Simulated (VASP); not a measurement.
A 71-atom supercell of AlN (wurtzite) holds C on the N site with a neighbouring Al vacancy in charge state +1. It is relaxed twice, with the total moment held at 1 and at 3 μB. Computed with PBE GGA, VASP's PBE PAW potentials (set 64) (plane waves; VASP 6.6.1). Numerical set-up: PREC = Normal, LREAL = Auto, ISYM = 0, NELECT = 283.0, EDIFF = 1E-5, 400 eV cut-off, 1×1×1 Γ-centred mesh, Gaussian smearing of 0.050 eV, potentials Al N C.

The cell is charged, with a uniform compensating background. The supercell is sampled at Γ alone, which is coarse: total energies, pressure and levels can be off, energies of defects by several tenths of an eV.

Q: Which spin state lies lower, and by how much?

A: The state with 1 μB lies lower, by 0.13 eV.

The cell is a supercell with a defect, built from AlN (wurtzite).
